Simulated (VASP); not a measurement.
# AlZn: equation of state with PBE

Crystal: AlZn.

```xyz
4
Lattice="4.0730 0.0000 0.0000 -2.0365 3.5273 0.0000 0.0000 0.0000 4.9161" Properties=species:S:1:pos:R:3 pbc="T T T"
Al    0.0000    2.3515    1.2290
Al    2.0365    1.1758    3.6871
Zn    0.0000    0.0000    0.0000
Zn    0.0000    0.0000    2.4581
```

The cell was built by a generator and needn't be a form met in nature.

- Program: VASP 6.6.1
- Task: equation of state
- Functional: PBE
- Potentials or basis: VASP PAW PBE potentials, release 64 (Al, Zn)
- Cutoff: 520 eV
- k mesh: 8 × 8 × 6
- Occupations: fermi-dirac, width 0.05 eV
- Spin: no spin polarisation
- Further INCAR settings: ALGO = Normal; EDIFF = 1e-07; NBANDS = 23

```yaml
Equilibrium_volume: 17.77 Å³/atom
Bulk_modulus_at_fixed_shape_and_positions: 61 GPa
Pressure_derivative_of_the_bulk_modulus: "4.7 (rough: it moves with the points fitted)"
```

Energy against volume, from the lowest point:
```tsv
volume (Å³/atom)	energy (meV/atom)
16.598	16.74
16.951	7.76
17.304	2.33
17.657	0.00
18.010	0.42
18.363	3.32
18.716	8.48
```

All runs of the series together: 6.6 min on 1 thread of Intel(R) Xeon(R) Platinum 8559C (Emerald Rapids), with other jobs on the host.

Caveat: the cell was scaled at fixed shape and fractional positions, which overstates the stiffness of a crystal with free parameters, most of all of layers and chains.
